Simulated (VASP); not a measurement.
An input for Quantum ESPRESSO's pw.x (written as the equivalent of a VASP run, and not itself run):

```
&CONTROL
  calculation = 'scf'
  pseudo_dir = './pseudo'
  outdir = './out'
  tprnfor = .true.
  tstress = .true.
/
&SYSTEM
  ibrav = 0
  nat = 3
  ntyp = 2
  ecutwfc = 86
  occupations = 'smearing'
  smearing = 'gaussian'
  degauss = 0.003675
  input_dft = 'pbe'
  nspin = 2
  starting_magnetization(1) = 0.2
/
&ELECTRONS
  conv_thr = 7.3e-08
  electron_maxstep = 100
/
ATOMIC_SPECIES
  V 50.941 V.upf
  Se 78.971 Se.upf
CELL_PARAMETERS angstrom
     1.5802940    0.9123830    6.1186630
    -1.5802940    0.9123830    6.1186630
     0.0000000   -1.8247660    6.1186630
ATOMIC_POSITIONS crystal
  V    0.0000000  0.0000000  0.0000000
  Se   0.7523000  0.7523000  0.7523000
  Se   0.5810000  0.5810000  0.5810000
K_POINTS automatic
  7 7 7 0 0 0
```

Question: Translate this input to VASP (INCAR, KPOINTS, POSCAR, choice of POTCAR).

Answer: One answer among several that fit: 
### INCAR
```
LCHARG = .FALSE.
LWAVE = .FALSE.
LMAXMIX = 4   ! l cut-off of mixed one-centre charges
SYSTEM = VSe2
ENCUT = 400   ! plane-wave cut-off (eV)
SIGMA = 0.05
NELM = 100   ! most electronic steps
ALGO = Damped
LORBIT = 10
GGA = PE   ! PBE
PREC = Accurate
EDIFF = 1E-6   ! SCF stop (eV)
ISMEAR = 0   ! Gaussian
LASPH = .TRUE.
MAGMOM = 2.0 2*0.0
LREAL = .FALSE.   ! projection in real space or not
ISIF = 2   ! forces and stress, cell fixed
ISPIN = 2
```

**POSCAR**
```
VSe2
1
    1.5802940000     0.9123830000     6.1186630000
   -1.5802940000     0.9123830000     6.1186630000
    0.0000000000    -1.8247660000     6.1186630000
V Se
1 2
Direct
  0.0000000000   0.0000000000   0.0000000000
  0.7523000000   0.7523000000   0.7523000000
  0.5810000000   0.5810000000   0.5810000000
```

**KPOINTS**
```
kpoints
0
G
  7 7 7
0 0 0
```

POTCAR, in this order: V_sv Se (PBE.64 set). Program: vasp_std.

What does not carry over: the potentials are each code's own (VASP's PAW set, PseudoDojo norm-conserving files in pw.x), so ENCUT and ecutwfc are chosen apart and not converted; conv_thr bounds pw.x's estimated SCF error, while EDIFF bounds the energy change between steps; starting_magnetization is a fraction of the valence charge and MAGMOM a moment in μB, so they match only roughly.

The structure was generated: VSe2 was put into the 3R-MoS2 type (R3m), which need not be its known phase. The cell was not relaxed at this level. The run is one of a series of settings (ALGO = Damped against the base run), some of them coarse on purpose.
